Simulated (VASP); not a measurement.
# Band gap of Selenium at several levels of theory

Aim: the gap of Selenium on one structure at many levels of theory. The starting structure is a measured crystal structure from the Crystallography Open Database. Cell and atoms stay as given. Meshes and data sets differ where the inputs say so.

Program: VASP 6.6.1. Level of theory: Kohn-Sham DFT with plane waves and PAW; 9 levels of theory, named at each step. Results are calculated unless marked as measured.

## (1) Starting point

It takes space group P3_121 (No. 152, trigonal). The conventional cell has a = 4.366 Å, b = 4.366 Å, c = 4.954 Å, α = 90.00°, β = 90.00°, γ = 120.00°. Nearest to Se lie 2 Se at 2.37 Å.

## (2) Bands with LDA

LDA, the lowest rung, knows the local density alone.

The input, INCAR:

```
SYSTEM = Se
PREC = Accurate
ENCUT = 350
EDIFF = 1E-06
NELM = 100
ISMEAR = 0
SIGMA = 0.03
LREAL = .FALSE.
ALGO = Normal
GGA = CA
NBANDS = 22
LORBIT = 11
LWAVE = .FALSE.
LCHARG = .FALSE.
KPAR = 4
```

The input, POSCAR:

```
Se
1.0
    4.3662000000      0.0000000000      0.0000000000
   -2.1831000000      3.7812401180      0.0000000000
    0.0000000000      0.0000000000      4.9536000000
Se
3
Direct
    0.7746000000      0.7746000000      0.0000000000
    0.0000000000      0.2254000000      0.6666666667
    0.2254000000      0.0000000000      0.3333333333
```

The input, KPOINTS:

```
Automatic mesh
0
Gamma
6 6 4
0 0 0
```

The input, KPOINTS_OPT:

```
Line mode
10
Line-mode
Reciprocal
  0.00000000   0.00000000   0.00000000 GAMMA
  0.50000000   0.00000000   0.00000000 M

  0.50000000   0.00000000   0.00000000 M
  0.33333333   0.33333333   0.00000000 K

  0.33333333   0.33333333   0.00000000 K
  0.00000000   0.00000000   0.00000000 GAMMA

  0.00000000   0.00000000   0.00000000 GAMMA
  0.00000000   0.00000000   0.50000000 A

  0.00000000   0.00000000   0.50000000 A
  0.50000000   0.00000000   0.50000000 L

  0.50000000   0.00000000   0.50000000 L
  0.33333333   0.33333333   0.50000000 H

  0.33333333   0.33333333   0.50000000 H
  0.00000000   0.00000000   0.50000000 A

  0.50000000   0.00000000   0.50000000 L
  0.50000000   0.00000000   0.00000000 M

  0.33333333   0.33333333   0.00000000 K
  0.33333333   0.33333333   0.50000000 H
```

Potentials, in the order of the species: Se (LDA family, release 64).

Command:

```bash
mpirun -np 4 vasp_std
```

What it wrote:

```text
[banner, memory and clock lines left out]
running    4 mpi-ranks, on    1 nodes
 distrk:  each k-point on    1 cores,    4 groups
 distr:  one band on    1 cores,    1 groups

 POSCAR found type information on POSCAR Se
 POSCAR found :  1 types and       3 ions
 LDA part: xc-table for (Slater(with rela. corr.)+CA(PZ))
 , standard interpolation
 POSCAR, INCAR and KPOINTS ok, starting setup
 FFT: planning ... GRIDC
 FFT: planning ... GRID_SOFT
 FFT: planning ... GRID
 WAVECAR not read
 entering main loop
       N       E                     dE             d eps       ncg     rms          rms(c)
DAV:   1     0.599513309038E+02    0.59951E+02   -0.54121E+03  1056   0.494E+02
DAV:   2    -0.869574144163E+01   -0.68647E+02   -0.65252E+02  1358   0.114E+02
DAV:   3    -0.124247009984E+02   -0.37290E+01   -0.37017E+01  1320   0.271E+01
DAV:   4    -0.124477822193E+02   -0.23081E-01   -0.23079E-01  1246   0.257E+00
DAV:   5    -0.124479121550E+02   -0.12994E-03   -0.12993E-03  1318   0.185E-01    0.731E+00
DAV:   6    -0.123573474732E+02    0.90565E-01   -0.31631E-02  1212   0.854E-01    0.446E+00
DAV:   7    -0.123222331573E+02    0.35114E-01   -0.67773E-02  1266   0.117E+00    0.198E-01
DAV:   8    -0.123213615734E+02    0.87158E-03   -0.71848E-03  1182   0.405E-01    0.918E-02
DAV:   9    -0.123213873768E+02   -0.25803E-04   -0.24535E-04  1290   0.730E-02    0.274E-02
DAV:  10    -0.123213875516E+02   -0.17479E-06   -0.14901E-05  1280   0.186E-02    0.584E-03
DAV:  11    -0.123213878828E+02   -0.33120E-06   -0.19830E-06  1220   0.636E-03
   1 F= -.12321388E+02 E0= -.12321388E+02  d E =-.121191E-13
 Start KPOINTS_OPT (optional k-point list driver)
k-point batch [1-24\90]
       N       E                     dE             ncg
DAV:   1     0.883907045536E+02   -0.79164E+04     1056
DAV:   2    -0.154994111931E+04   -0.16383E+04     1406
DAV:   3    -0.163983777265E+04   -0.89897E+02     1322
DAV:   4    -0.164042187065E+04   -0.58410E+00     1206
DAV:   5    -0.164042497572E+04   -0.31051E-02     1344
DAV:   6    -0.164042500683E+04   -0.31110E-04     1264
DAV:   7    -0.164042500721E+04   -0.37358E-06     1152
[...]
k-point batch [73-90\90]
       N       E                     dE             ncg
DAV:   1     0.203102673395E+04   -0.80469E+04      792
DAV:   2     0.809393535690E+03   -0.12216E+04     1072
DAV:   3     0.743513508170E+03   -0.65880E+02     1004
DAV:   4     0.743069397629E+03   -0.44411E+00      948
DAV:   5     0.743066817920E+03   -0.25797E-02     1036
DAV:   6     0.743066791595E+03   -0.26324E-04     1022
DAV:   7     0.743066791287E+03   -0.30854E-06      876
```

It took 6 s on 4 MPI ranks of AMD EPYC 9R45, shared host; peak memory 0.54 GiB.

Lines that name or quote the potential files are left out of all logs, and their timing lines are given in words.

From OUTCAR (step 2):

```text
ion  position               nearest neighbor table
   1  0.775  0.775  0.000-   2 2.37   3 2.37
   2  0.000  0.225  0.667-   1 2.37   3 2.37
   3  0.225  0.000  0.333-   1 2.37   2 2.37

  LATTYP: Found a hexagonal cell.
 ALAT       =     4.3662000000
 C/A-ratio  =     1.1345334616

 Subroutine GETGRP returns: Found  6 space group operations
 (whereof  2 operations were pure point group operations)

The static configuration has the point symmetry C_2 .
 The point group associated with its full space group is D_3 .

 Found     24 irreducible k-points:

   k-points           NKPTS =     24   k-points in BZ     NKDIM =     24   number of bands    NBANDS=     22

   dimension x,y,z NGX =    28 NGY =   28 NGZ =   30
   dimension x,y,z NGXF=    56 NGYF=   56 NGZF=   60

   ENCUT  =  350.0 eV  25.72 Ry    5.07 a.u.   6.66  6.66  7.56*2*pi/ulx,y,z

   NELECT =      18.0000    total number of electrons

 k-points in reciprocal lattice and weights: Automatic mesh
   0.00000000  0.00000000  0.00000000       0.007
   0.16666667  0.00000000  0.00000000       0.042
   0.33333333  0.00000000  0.00000000       0.042
   0.50000000  0.00000000  0.00000000       0.021
   0.16666667  0.16666667  0.00000000       0.042
   0.33333333  0.16666667  0.00000000       0.083
   0.33333333  0.33333333  0.00000000       0.014
   0.00000000  0.00000000  0.25000000       0.014
   0.16666667  0.00000000  0.25000000       0.042
[...]
0.33333333  0.16666667  0.50000000       0.083
   0.33333333  0.33333333  0.50000000       0.014

 average (electrostatic) potential at core
       1 -62.2595       2 -62.2595       3 -62.2595

 E-fermi :   2.8155

 k-point     1 :       0.0000    0.0000    0.0000
  band No.  band energies     occupation
    ...
      5      -1.1895      2.00000
      6      -1.1314      2.00000
      7       0.6120      2.00000
      8       0.6120      2.00000
      9       2.2635      2.00000
     10       4.4583      0.00000
     11       4.4583      0.00000
     12       4.7511      0.00000
     13       8.5473      0.00000
     14       8.9653      0.00000
    ...

 k-point     2 :       0.1667    0.0000    0.0000
  band No.  band energies     occupation
    ...
      5      -1.5090      2.00000
      6      -0.9323      2.00000
      7       0.6495      2.00000
      8       1.0052      2.00000
      9       2.0557      2.00000
     10       4.3545      0.00000
     11       4.4639      0.00000
     12       5.0269      0.00000
     13       8.5395      0.00000
     14       8.7770      0.00000
    ...

 k-point     3 :       0.3333    0.0000    0.0000
  band No.  band energies     occupation
    ...
      5      -1.9107      2.00000
      6      -0.9642      2.00000
      7       0.3278      2.00000
      8       0.9190      2.00000
      9       1.7494      2.00000
     10       4.4899      0.00000
     11       4.7405      0.00000
     12       5.9431      0.00000
     13       8.0797      0.00000
     14       9.1409      0.00000
    ...

  Total       -0.8010572     -0.8010572     -0.0520690     -0.0000000      0.0000000     -0.0000000
  in kB      -15.6933372    -15.6933372     -1.0200716     -0.0000000      0.0000000     -0.0000000
  external PRESSURE =     -10.8022486 kB  Pullay stress =       0.0000000 kB

  energy-cutoff  :      350.00
  volume of cell :       81.78
      direct lattice vectors                 reciprocal lattice vectors
     4.366200000  0.000000000  0.000000000     0.229032110  0.132231751  0.000000000
    -2.183100000  3.781240118  0.000000000     0.000000000  0.264463501  0.000000000
     0.000000000  0.000000000  4.953600000     0.000000000  0.000000000  0.201873385

 POSITION                                       TOTAL-FORCE (eV/Angst)
 -----------------------------------------------------------------------------------
      1.69103      2.92895      0.00000        -0.132765     -0.229955     -0.000000
     -0.49207      0.85229      3.30240        -0.132765      0.229955     -0.000000
      0.98414      0.00000      1.65120         0.265529     -0.000000      0.000000
 -----------------------------------------------------------------------------------
    total drift:                                0.000001      0.000001     -0.000000

  FREE ENERGIE OF THE ION-ELECTRON SYSTEM (eV)
  ---------------------------------------------------
  free  energy   TOTEN  =       -12.3213878828 eV

  energy  without entropy=      -12.3213878828  energy(sigma->0) =      -12.32138788

 total charge
# of ion       s       p       d       tot
------------------------------------------
    1        1.517   2.174   0.058   3.749
    2        1.517   2.174   0.058   3.749
    3        1.517   2.174   0.058   3.749
--------------------------------------------------
tot          4.551   6.522   0.173  11.246

[... 3 further parts left out ...]
```

Spin-orbit coupling is off here; it would split degenerate levels.

LDA gives a least gap of 0.911 eV, and a least direct gap of 1.093 eV.

## (3) Bands with PBE

PBE, the usual starting point, adds the gradient of the density.

INCAR, as its differences from that of step 2:

```diff
@@ -9,3 +9,3 @@
 ALGO = Normal
-GGA = CA
+GGA = PE
 NBANDS = 22
```

POSCAR is that of step 2.

KPOINTS is that of step 2.

KPOINTS_OPT is that of step 2.

The projector-augmented-wave data sets are Se (PBE family, release 64).

Command:

```bash
mpirun -np 4 vasp_std
```

What it wrote:

```text
[banner, memory and clock lines left out]
running    4 mpi-ranks, on    1 nodes
[...]
LDA part: xc-table for (Slater+PW92), standard interpolation
 POSCAR, INCAR and KPOINTS ok, starting setup
[...]
entering main loop
       N       E                     dE             d eps       ncg     rms          rms(c)
DAV:   1     0.620869087954E+02    0.62087E+02   -0.54277E+03  1056   0.494E+02
DAV:   2    -0.687054729314E+01   -0.68957E+02   -0.65577E+02  1366   0.114E+02
DAV:   3    -0.105245549556E+02   -0.36540E+01   -0.36278E+01  1320   0.268E+01
DAV:   4    -0.105455988820E+02   -0.21044E-01   -0.21042E-01  1246   0.246E+00
[...]
DAV:  10    -0.104517173361E+02   -0.46382E-04   -0.45015E-05  1236   0.340E-02    0.650E-03
DAV:  11    -0.104517199045E+02   -0.25684E-05   -0.46204E-06  1356   0.104E-02    0.335E-03
DAV:  12    -0.104517200426E+02   -0.13809E-06   -0.11665E-06  1038   0.551E-03
   1 F= -.10451720E+02 E0= -.10451720E+02  d E =-.163256E-14
 Start KPOINTS_OPT (optional k-point list driver)
k-point batch [1-24\90]
       N       E                     dE             ncg
DAV:   1     0.108534210114E+03   -0.78963E+04     1056
DAV:   2    -0.153601124637E+04   -0.16445E+04     1398
DAV:   3    -0.162381900234E+04   -0.87808E+02     1322
DAV:   4    -0.162435175197E+04   -0.53275E+00     1218
DAV:   5    -0.162435448275E+04   -0.27308E-02     1374
DAV:   6    -0.162435450980E+04   -0.27044E-04     1258
DAV:   7    -0.162435451012E+04   -0.32659E-06     1160
[...]
k-point batch [73-90\90]
       N       E                     dE             ncg
DAV:   1     0.204747371133E+04   -0.80305E+04      792
DAV:   2     0.820837197714E+03   -0.12266E+04     1078
DAV:   3     0.756254280225E+03   -0.64583E+02     1010
DAV:   4     0.755845814393E+03   -0.40847E+00      960
DAV:   5     0.755843575386E+03   -0.22390E-02     1044
DAV:   6     0.755843552530E+03   -0.22857E-04      992
DAV:   7     0.755843552253E+03   -0.27685E-06      876
```

Run time: 6.4 s. Hardware: 4 MPI ranks; peak memory 0.6 GiB; 24 s of CPU time.

Parts of OUTCAR (step 3):

```text
  Total        1.1573518      1.1573518      2.1161569     -0.0000000      0.0000000      0.0000000
  in kB       22.6734260     22.6734260     41.4571673     -0.0000000      0.0000000      0.0000000
  external PRESSURE =      28.9346731 kB  Pullay stress =       0.0000000 kB

 POSITION                                       TOTAL-FORCE (eV/Angst)
 -----------------------------------------------------------------------------------
      1.69103      2.92895      0.00000        -0.220237     -0.381462      0.000000
     -0.49207      0.85229      3.30240        -0.220237      0.381462      0.000000
      0.98414      0.00000      1.65120         0.440475      0.000000     -0.000000
 -----------------------------------------------------------------------------------
    total drift:                               -0.000000     -0.000000      0.000000

  FREE ENERGIE OF THE ION-ELECTRON SYSTEM (eV)
  ---------------------------------------------------
  free  energy   TOTEN  =       -10.4517200426 eV

  energy  without entropy=      -10.4517200426  energy(sigma->0) =      -10.45172004

[... 2 parts as in an earlier step ...]

[... 1 further part left out ...]
[key lines of the parts left out:]
E-fermi :   2.8478
```

PBE gives a least gap of 0.997 eV, and a least direct gap of 1.186 eV. The least gap is +0.086 eV from that of LDA.

## (4) Bands with r2SCAN

r2SCAN adds the kinetic-energy density, costs more than a GGA and is run with LASPH.

INCAR, as its differences from that of step 3:

```diff
@@ -9,3 +9,4 @@
 ALGO = Normal
-GGA = PE
+METAGGA = R2SCAN
+LASPH = .TRUE.
 NBANDS = 22
```

POSCAR is that of step 3.

KPOINTS is that of step 3.

KPOINTS_OPT is that of step 3.

Command:

```bash
mpirun -np 4 vasp_std
```

What it wrote:

```text
[banner, memory and clock lines left out]
running    4 mpi-ranks, on    1 nodes
[...]
|                                                                             |
|               ----> ADVICE to this user running VASP <----                  |
|                                                                             |
|     You enforced a specific xc type in the INCAR file but a different       |
|     [... a line on the potential file left out ...]
|     I HOPE YOU KNOW WHAT YOU ARE DOING!                                     |
|                                                                             |

 LDA part: xc-table for (None), standard interpolation
 POSCAR, INCAR and KPOINTS ok, starting setup
[...]
entering main loop
       N       E                     dE             d eps       ncg     rms          rms(c)
DAV:   1     0.275320065221E+02    0.27532E+02   -0.55615E+03  1056   0.506E+02
DAV:   2    -0.427653794541E+02   -0.70297E+02   -0.66841E+02  1358   0.117E+02
[...]
DAV:  10    -0.429026075526E+02   -0.12670E-03   -0.13564E-04  1200   0.625E-02    0.331E-02
DAV:  11    -0.429026181237E+02   -0.10571E-04   -0.22370E-05  1314   0.271E-02    0.557E-03
DAV:  12    -0.429026190561E+02   -0.93240E-06   -0.68428E-07   974   0.475E-03
   1 F= -.42902619E+02 E0= -.42902619E+02  d E =-.232260E-20
 Start KPOINTS_OPT (optional k-point list driver)
k-point batch [1-24\90]
       N       E                     dE             ncg
DAV:   1    -0.438797993547E+02   -0.80487E+04     1056
DAV:   2    -0.175566059261E+04   -0.17118E+04     1390
DAV:   3    -0.184489591785E+04   -0.89235E+02     1328
DAV:   4    -0.184541755696E+04   -0.52164E+00     1218
DAV:   5    -0.184542020569E+04   -0.26487E-02     1366
DAV:   6    -0.184542023238E+04   -0.26697E-04     1234
DAV:   7    -0.184542023271E+04   -0.33104E-06     1160
[...]
k-point batch [73-90\90]
       N       E                     dE             ncg
DAV:   1     0.193359902200E+04   -0.81443E+04      792
DAV:   2     0.656886702924E+03   -0.12767E+04     1084
DAV:   3     0.591176430793E+03   -0.65710E+02     1010
DAV:   4     0.590776277168E+03   -0.40015E+00      950
DAV:   5     0.590774071643E+03   -0.22055E-02     1044
DAV:   6     0.590774048874E+03   -0.22769E-04      976
DAV:   7     0.590774048596E+03   -0.27859E-06      896
```

The job ended after 26 s (4 MPI ranks; peak memory 0.62 GiB).

Parts of OUTCAR (step 4):

```text
  Total        0.5059548      0.5059548      0.9390141      0.0000000      0.0000000      0.0000000
  in kB        9.9120495      9.9120495     18.3960201      0.0000000      0.0000000      0.0000000
  external PRESSURE =      12.7400397 kB  Pullay stress =       0.0000000 kB

 POSITION                                       TOTAL-FORCE (eV/Angst)
 -----------------------------------------------------------------------------------
      1.69103      2.92895      0.00000        -0.029950     -0.051875      0.000000
     -0.49207      0.85229      3.30240        -0.029950      0.051875      0.000000
      0.98414      0.00000      1.65120         0.059900      0.000000     -0.000000
 -----------------------------------------------------------------------------------
    total drift:                               -0.000002     -0.000003      0.000000

  FREE ENERGIE OF THE ION-ELECTRON SYSTEM (eV)
  ---------------------------------------------------
  free  energy   TOTEN  =       -42.9026190561 eV

  energy  without entropy=      -42.9026190561  energy(sigma->0) =      -42.90261906

[... 2 parts as in an earlier step ...]

[... 1 further part left out ...]
[key lines of the parts left out:]
E-fermi :   2.6103
```

r2SCAN gives a least gap of 1.259 eV, and a least direct gap of 1.463 eV. The least gap is +0.348 eV from that of LDA.

## (5) Bands with TB-mBJ

TB-mBJ is a local potential fitted to gaps: it costs far less than a hybrid but gives no energy. Its energies, forces and stress mean nothing.

INCAR, as its differences from that of step 4:

```diff
@@ -4,3 +4,3 @@
 EDIFF = 1E-06
-NELM = 100
+NELM = 150
 ISMEAR = 0
@@ -9,3 +9,3 @@
 ALGO = Normal
-METAGGA = R2SCAN
+METAGGA = MBJ
 LASPH = .TRUE.
```

POSCAR is that of step 4.

KPOINTS is that of step 4.

KPOINTS_OPT is that of step 4.

Command:

```bash
mpirun -np 4 vasp_std
```

What it wrote:

```text
[banner, memory and clock lines left out]
running    4 mpi-ranks, on    1 nodes
[...]
[... a notice as in an earlier step ...]

 LDA part: xc-table for (None), standard interpolation
 POSCAR, INCAR and KPOINTS ok, starting setup
[...]
entering main loop
       N       E                     dE             d eps       ncg     rms          rms(c)
DAV:   1     0.442805907351E+03    0.44281E+03   -0.54311E+03  1056   0.495E+02
DAV:   2     0.375401813176E+03   -0.67404E+02   -0.64029E+02  1348   0.113E+02
DAV:   3     0.371915262924E+03   -0.34866E+01   -0.34604E+01  1314   0.260E+01
DAV:   4     0.371897094497E+03   -0.18168E-01   -0.18167E-01  1194   0.224E+00
[...]
DAV:  26     0.375547270569E+03   -0.35837E-05   -0.12757E-11   564   0.202E-05    0.560E-05
DAV:  27     0.375547261546E+03   -0.90236E-05   -0.68736E-12   564   0.132E-05    0.284E-06
DAV:  28     0.375547261997E+03    0.45176E-06   -0.59254E-12   564   0.148E-05
   1 F= 0.37554726E+03 E0= 0.37554726E+03  d E =-.184565E-13
 Start KPOINTS_OPT (optional k-point list driver)
k-point batch [1-24\90]
       N       E                     dE             ncg
DAV:   1     0.184481981026E+03   -0.78203E+04     1056
DAV:   2    -0.148046517514E+04   -0.16649E+04     1338
DAV:   3    -0.156393543303E+04   -0.83470E+02     1336
DAV:   4    -0.156444544012E+04   -0.51001E+00     1236
DAV:   5    -0.156444796920E+04   -0.25291E-02     1384
DAV:   6    -0.156444799080E+04   -0.21600E-04     1266
DAV:   7    -0.156444799103E+04   -0.22817E-06     1180
[...]
k-point batch [73-90\90]
       N       E                     dE             ncg
DAV:   1     0.210898653321E+04   -0.79690E+04      792
DAV:   2     0.864301200097E+03   -0.12447E+04     1046
DAV:   3     0.802770848619E+03   -0.61530E+02     1008
DAV:   4     0.802379732456E+03   -0.39112E+00      966
DAV:   5     0.802377621195E+03   -0.21113E-02     1060
DAV:   6     0.802377602903E+03   -0.18292E-04      982
DAV:   7     0.802377602716E+03   -0.18737E-06      884
```

Run time: 13 s. Hardware: 4 MPI ranks; peak memory 0.62 GiB; 51 s of CPU time.

Parts of OUTCAR (step 5):

```text
  Total       23.6073675     23.6073675     27.0895952      0.0000000      0.0000000      0.0000000
  in kB      462.4867839    462.4867839    530.7063462      0.0000000      0.0000000      0.0000000
  external PRESSURE =     485.2266380 kB  Pullay stress =       0.0000000 kB

 POSITION                                       TOTAL-FORCE (eV/Angst)
 -----------------------------------------------------------------------------------
      1.69103      2.92895      0.00000        -0.649069     -1.124221      0.000000
     -0.49207      0.85229      3.30240        -0.649069      1.124221      0.000000
      0.98414      0.00000      1.65120         1.298139     -0.000000     -0.000000
 -----------------------------------------------------------------------------------
    total drift:                               -0.000000     -0.000001     -0.000000

  FREE ENERGIE OF THE ION-ELECTRON SYSTEM (eV)
  ---------------------------------------------------
  free  energy   TOTEN  =       375.5472619973 eV

  energy  without entropy=      375.5472619973  energy(sigma->0) =      375.54726200

[... 2 parts as in an earlier step ...]

[... 1 further part left out ...]
[key lines of the parts left out:]
E-fermi :   2.8838
```

TB-mBJ gives a least gap of 1.463 eV, and a least direct gap of 1.671 eV. The least gap is +0.552 eV from that of LDA.

(Continued in part 2 of 3.)

[Lines on the potential files, build, host, timing and source positions are cut from VASP's logs without a mark.]

[Logs are printed without paths, hosts, clocks, repeated set-up lines and the standing remarks that a program may print on its own settings, such as how far it seeks lower states.]

[Hosts, paths, dates, database ids (printed as entryN), source tags and the programs' standing remarks are cut or masked in the printed files.]
